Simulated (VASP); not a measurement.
These are AM05 GGA, VASP's PBE PAW potentials (set 64) (plane waves; VASP) values and carry that method's errors.

Input for VASP

File POSCAR:
```
Y
1.0
  1.8250000000  -3.1609930000   0.0000000000
  1.8250000000   3.1609930000   0.0000000000
  0.0000000000   0.0000000000   5.7300000000
Y
2
direct
  0.3333330000   0.6666670000   0.2500000000
  0.6666670000   0.3333330000   0.7500000000
```

### KPOINTS
```
Automatic mesh
0
Gamma
10 10 6
0 0 0
```

INCAR:
```
! general
SYSTEM =Y
PREC   =Accurate
ENCUT  =520   ! plane-wave cut-off (eV)
LREAL  =.FALSE.
LASPH  =.TRUE.   ! aspherical one-centre terms

! electronic loop
EDIFF  =1E-6   ! SCF stop (eV)
NELM   =100
ALGO   =Normal   ! blocked Davidson
LMAXMIX=4

! smearing
ISMEAR =1   ! Methfessel-Paxton
SIGMA  =0.1   ! width (eV)

! functional
GGA    =AM   ! AM05

! ions
IBRION =2
NSW    =60
ISIF   =3
EDIFFG =-0.01   ! ionic stop

! output
LWAVE  =.FALSE.
LCHARG =.FALSE.
```

POTCAR, in this order: Y_sv (PBE.64 set). Program: vasp_std.

The resulting files:

File OSZICAR:
```
       N       E                     dE             d eps       ncg     rms          rms(c)
DAV:   1     0.848960518346E+02    0.84896E+02   -0.11536E+04  1688   0.139E+03
DAV:   2    -0.632998269816E+01   -0.91226E+02   -0.90251E+02  2101   0.283E+02
DAV:   3    -0.135075356959E+02   -0.71776E+01   -0.71289E+01  3193   0.475E+01
DAV:   4    -0.136435463960E+02   -0.13601E+00   -0.13595E+00  1884   0.744E+00
DAV:   5    -0.136476612828E+02   -0.41149E-02   -0.41148E-02  2461   0.930E-01    0.328E+01
DAV:   6    -0.132720825661E+02    0.37558E+00   -0.48150E-01  1680   0.494E+00    0.204E+01
DAV:   7    -0.131974755788E+02    0.74607E-01   -0.96079E-01  2128   0.638E+00    0.187E+00
DAV:   8    -0.131858807160E+02    0.11595E-01   -0.18773E-01  2016   0.283E+00    0.137E+00
DAV:   9    -0.131848148359E+02    0.10659E-02   -0.47034E-03  2318   0.489E-01    0.416E-01
DAV:  10    -0.131850418890E+02   -0.22705E-03   -0.25429E-03  1736   0.534E-01    0.448E-01
DAV:  11    -0.131849244837E+02    0.11741E-03   -0.23026E-04  1967   0.160E-01    0.331E-02
DAV:  12    -0.131849177654E+02    0.67184E-05   -0.35282E-05  1929   0.592E-02    0.255E-02
DAV:  13    -0.131849202065E+02   -0.24411E-05   -0.77291E-06  1806   0.291E-02    0.128E-03
DAV:  14    -0.131849203699E+02   -0.16344E-06   -0.16342E-07  1015   0.302E-03
   1 F= -.13184920E+02 E0= -.13186108E+02  d E =-.131849E+02
       N       E                     dE             d eps       ncg     rms          rms(c)
DAV:   1    -0.137534269873E+02   -0.56851E+00   -0.11858E+01  2437   0.249E+01    0.515E+00
DAV:   2    -0.132837424024E+02    0.46968E+00   -0.11413E+00  2244   0.777E+00    0.238E+00
DAV:   3    -0.131669185910E+02    0.11682E+00   -0.88932E-01  2605   0.533E+00    0.152E+00
DAV:   4    -0.131849842264E+02   -0.18066E-01   -0.79062E-02  1972   0.164E+00    0.759E-01
DAV:   5    -0.132017153310E+02   -0.16731E-01   -0.30988E-02  3016   0.752E-01    0.338E-01
DAV:   6    -0.132030821550E+02   -0.13668E-02   -0.20093E-03  2052   0.347E-01    0.126E-01
DAV:   7    -0.132045126388E+02   -0.14305E-02   -0.24207E-03  2866   0.236E-01    0.474E-02
DAV:   8    -0.132045357202E+02   -0.23081E-04   -0.11119E-04  2594   0.571E-02    0.147E-02
DAV:   9    -0.132045385561E+02   -0.28360E-05   -0.76314E-06  2009   0.147E-02    0.836E-03
DAV:  10    -0.132045406039E+02   -0.20477E-05   -0.14453E-06  1232   0.115E-02    0.347E-03
DAV:  11    -0.132045406695E+02   -0.65630E-07   -0.15953E-07   889   0.372E-03
   2 F= -.13204541E+02 E0= -.13205585E+02  d E =-.196203E-01
       N       E                     dE             d eps       ncg     rms          rms(c)
DAV:   1    -0.132156161665E+02   -0.11076E-01   -0.22855E-01  2346   0.346E+00    0.725E-01
DAV:   2    -0.132067125230E+02    0.89036E-02   -0.27209E-02  2173   0.115E+00    0.352E-01
DAV:   3    -0.132043996422E+02    0.23129E-02   -0.21354E-02  2633   0.819E-01    0.238E-01
DAV:   4    -0.132046915006E+02   -0.29186E-03   -0.16471E-03  2041   0.255E-01    0.120E-01
DAV:   5    -0.132050768521E+02   -0.38535E-03   -0.65038E-04  3137   0.122E-01    0.524E-02
DAV:   6    -0.132050939514E+02   -0.17099E-04   -0.45154E-05  2110   0.535E-02    0.186E-02
DAV:   7    -0.132051121129E+02   -0.18162E-04   -0.32094E-05  2516   0.289E-02    0.759E-03
DAV:   8    -0.132051123114E+02   -0.19851E-06   -0.31054E-06  1838   0.860E-03
   3 F= -.13205112E+02 E0= -.13206213E+02  d E =-.201919E-01
       N       E                     dE             d eps       ncg     rms          rms(c)
DAV:   1    -0.132080496496E+02   -0.29375E-02   -0.13243E-01  1680   0.295E+00    0.281E-01
DAV:   2    -0.132063685040E+02    0.16811E-02   -0.42226E-03  1820   0.473E-01    0.146E-01
DAV:   3    -0.132056826189E+02    0.68589E-03   -0.22277E-03  2114   0.347E-01    0.845E-02
DAV:   4    -0.132056954174E+02   -0.12798E-04   -0.85489E-05  2150   0.664E-02    0.447E-02
DAV:   5    -0.132056917510E+02    0.36664E-05   -0.29200E-05  2184   0.388E-02    0.102E-02
DAV:   6    -0.132056916601E+02    0.90828E-07   -0.12454E-06  1022   0.812E-03
   4 F= -.13205692E+02 E0= -.13206805E+02  d E =-.579349E-03
       N       E                     dE             d eps       ncg     rms          rms(c)
DAV:   1    -0.132069581936E+02   -0.12664E-02   -0.67037E-02  1680   0.210E+00    0.201E-01
DAV:   2    -0.132061092998E+02    0.84889E-03   -0.21264E-03  1827   0.336E-01    0.104E-01
DAV:   3    -0.132057634939E+02    0.34581E-03   -0.11264E-03  2114   0.247E-01    0.599E-02
DAV:   4    -0.132057694511E+02   -0.59573E-05   -0.43163E-05  2140   0.473E-02    0.315E-02
DAV:   5    -0.132057672686E+02    0.21826E-05   -0.14259E-05  2177   0.272E-02    0.717E-03
DAV:   6    -0.132057672192E+02    0.49372E-07   -0.59642E-07   910   0.573E-03
   5 F= -.13205767E+02 E0= -.13206860E+02  d E =-.654908E-03
```

### OUTCAR
```
------------------------ aborting loop because EDIFF is reached ----------------------------------------
  FORCE on cell =-STRESS in cart. coord.  units (eV):
  Direction    XX          YY          ZZ          XY          YZ          ZX
  --------------------------------------------------------------------------------------
  Total       -0.0090663     -0.0090663      0.0115251      0.0000000      0.0000000      0.0000000
  in kB       -0.2302465     -0.2302465      0.2926900      0.0000000      0.0000000      0.0000000
  external PRESSURE =      -0.0559343 kB  Pullay stress =       0.0000000 kB
  volume of cell :       63.09
      direct lattice vectors                 reciprocal lattice vectors
     1.807964955 -3.131487429  0.000000000     0.276554033 -0.159668532  0.000000000
     1.807964955  3.131487429 -0.000000000     0.276554033  0.159668532 -0.000000000
     0.000000000  0.000000000  5.571561790    -0.000000000  0.000000000  0.179482888
 POSITION                                       TOTAL-FORCE (eV/Angst)
 -----------------------------------------------------------------------------------
      1.80796      1.04383      1.39289        -0.000000     -0.000000      0.000000
      1.80796     -1.04383      4.17867         0.000000      0.000000      0.000000
 -----------------------------------------------------------------------------------
    total drift:                                0.000000      0.000513     -0.000010
  FREE ENERGIE OF THE ION-ELECTRON SYSTEM (eV)
  ---------------------------------------------------
  free  energy   TOTEN  =       -13.2057672192 eV

  energy  without entropy=      -13.2090447588  energy(sigma->0) =      -13.20685973

 reached required accuracy - stopping structural energy minimisation
```
(Selected blocks of OUTCAR.)

### CONTCAR
```
Y
   1.00000000000000
     1.8079649551315644   -3.1314874289589678    0.0000000000000000
     1.8079649551315644    3.1314874289589678   -0.0000000000000000
     0.0000000000000000    0.0000000000000000    5.5715617895787872
  Y
     2
Direct
     0.3333330000000032    0.6666669999999968    0.2500000000000000
     0.6666669999999968    0.3333330000000032    0.7500000000000000
```

Energy and stress use the plane-wave basis of the starting cell.

The compound is Y in the hcp structure. This run relaxes it. Symmetry was kept, so distortions that lower it aren't found.
